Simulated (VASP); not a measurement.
Consider the following.

```
CELL_PARAMETERS angstrom
      2.82182     0.00000     0.00000
      0.00000     2.82182     0.00000
      0.00000     0.00000     2.82182
ATOMIC_POSITIONS crystal
  Al 0.50000 0.50000 0.50000
  Co 0.00000 0.00000 0.00000
```

Level of theory: PBE GGA with D4 dispersion, VASP's PBE PAW potentials (set 64) (plane waves; VASP). Numerical set-up: 520 eV cut-off, Gaussian smearing of 0.050 eV, potentials Al Co.

### Question
Estimate the band gap (along the path) with the smallest direct gap where there is one.

### Answer

```
Property                                                     Result
-------------------------  ----------------------------------------
band gap (along the path)  none (metal, semimetal or under 0.01 eV)
```

The absolute energy has meaning only against runs of the same code, potentials and settings.

The compound is CoAl in the CsCl type structure. It was relaxed first. The run is not spin-polarised, so no magnetic state was tried.
